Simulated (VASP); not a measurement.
All values below come from PBEsol GGA, VASP's PBE PAW potentials (set 64) (plane waves; VASP 6.6.1).

VASP input:

### KPOINTS
```
kpoints
0
gamma
4 4 4
0.5 0.5 0.5
```

### POSCAR
```
Ca
3.9828410
  0.0000000000   0.7071068114   0.7071068114
  0.7071068114   0.0000000000   0.7071068114
  0.7071068114   0.7071068114   0.0000000000
Ca
1
Cartesian
  0.0000000000   0.0000000000   0.0000000000
```

### INCAR
```
SYSTEM = Ca
PREC = Accurate
ENCUT = 300
EDIFF = 1E-04
NELM = 100
ALGO = Normal
LREAL = .FALSE.
LASPH = .TRUE.
ISMEAR = -1
SIGMA = 0.136
GGA = PS
LWAVE = .FALSE.
LCHARG = .FALSE.
ISIF = 2
```

POTCAR, in this order: Ca_sv (PBE.64 set). Program: vasp_std.

The run wrote:

File OSZICAR:
```
       N       E                     dE             d eps       ncg     rms          rms(c)
DAV:   1     0.387836522561E+02    0.38784E+02   -0.39990E+03   188   0.679E+02
DAV:   2    -0.143773151783E+01   -0.40221E+02   -0.39988E+02   187   0.170E+02
DAV:   3    -0.214076077652E+01   -0.70303E+00   -0.69964E+00   273   0.230E+01
DAV:   4    -0.215542988017E+01   -0.14669E-01   -0.14667E-01   260   0.290E+00
DAV:   5    -0.215560317945E+01   -0.17330E-03   -0.17326E-03   293   0.189E-01    0.230E+00
DAV:   6    -0.215500855494E+01    0.59462E-03   -0.79973E-03   211   0.111E+00    0.140E+00
DAV:   7    -0.215468758676E+01    0.32097E-03   -0.10853E-02   211   0.133E+00    0.878E-02
DAV:   8    -0.215455900680E+01    0.12858E-03   -0.12897E-03   209   0.339E-01    0.174E-02
DAV:   9    -0.215457148621E+01   -0.12479E-04   -0.11086E-04   192   0.746E-02
   1 F= -.21545715E+01 E0= -.21153239E+01  d E =-.784952E-01
```

**OUTCAR**
```
------------------------ aborting loop because EDIFF is reached ----------------------------------------
  FORCE on cell =-STRESS in cart. coord.  units (eV):
  Direction    XX          YY          ZZ          XY          YZ          ZX
  --------------------------------------------------------------------------------------
  Total       -0.4245341     -0.4245341     -0.4245341     -0.0000000     -0.0000000      0.0000000
  in kB      -15.2250672    -15.2250672    -15.2250672     -0.0000000     -0.0000000      0.0000000
  external PRESSURE =     -15.2250672 kB  Pullay stress =       0.0000000 kB
  volume of cell :       44.67
      direct lattice vectors                 reciprocal lattice vectors
     0.000000000  2.816294000  2.816294000    -0.177538283  0.177538283  0.177538283
     2.816294000  0.000000000  2.816294000     0.177538283 -0.177538283  0.177538283
     2.816294000  2.816294000  0.000000000     0.177538283  0.177538283 -0.177538283
 POSITION                                       TOTAL-FORCE (eV/Angst)
 -----------------------------------------------------------------------------------
      0.00000      0.00000      0.00000         0.000000     -0.000000      0.000000
 -----------------------------------------------------------------------------------
    total drift:                                0.000000      0.000000     -0.000000
  FREE ENERGIE OF THE ION-ELECTRON SYSTEM (eV)
  ---------------------------------------------------
  free  energy   TOTEN  =        -2.1545714862 eV

  energy  without entropy=       -2.0760762632  energy(sigma->0) =       -2.11532387
```
(Selected blocks of OUTCAR.)

At this cut-off the stress carries a Pulay error, which pulls relaxed volumes low.

The structure comes from a computed database's Ca entry; how it stands against other phases isn't given here. The cell was not relaxed at this level. The k-mesh is coarse (spacing up to 0.48 per Å, 2π included), so the numbers may not be converged in it. The run is one of a series of settings (EDIFF = 1E-04, KPOINTS 4×4×4 Γ-centred mesh shifted by (0.5, 0.5, 0.5) against the base run), some of them coarse on purpose.
